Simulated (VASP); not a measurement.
Consider the following.

```yaml
crystal:
  lattice:
    - [-1.74396, 1.74396, 2.69063]
    - [1.74396, -1.74396, 2.69063]
    - [1.74396, 1.74396, -2.69063]
  atoms:
    - { symbol: In, position: [0.00000, 0.00000, 0.00000] }
```

Level of theory: vdW-DF2, VASP's PBE PAW potentials (set 64) (plane waves; VASP). Numerical set-up: 520 eV cut-off, Gaussian smearing of 0.050 eV, potentials In_d.

Unless said otherwise, spin-orbit coupling is left out, though it shifts the bands of the heavy elements here.

Question: What does the run give for the band gap (along the path) with the smallest direct gap where there is one?

Answer: 
```
Item                                                          Value
-------------------------  ----------------------------------------
band gap (along the path)  none (metal, semimetal or under 0.01 eV)
```

The absolute energy has meaning only against runs of the same code, potentials and settings.

The compound is In in the bct structure. It was relaxed first, which changed the volume by +25 %.
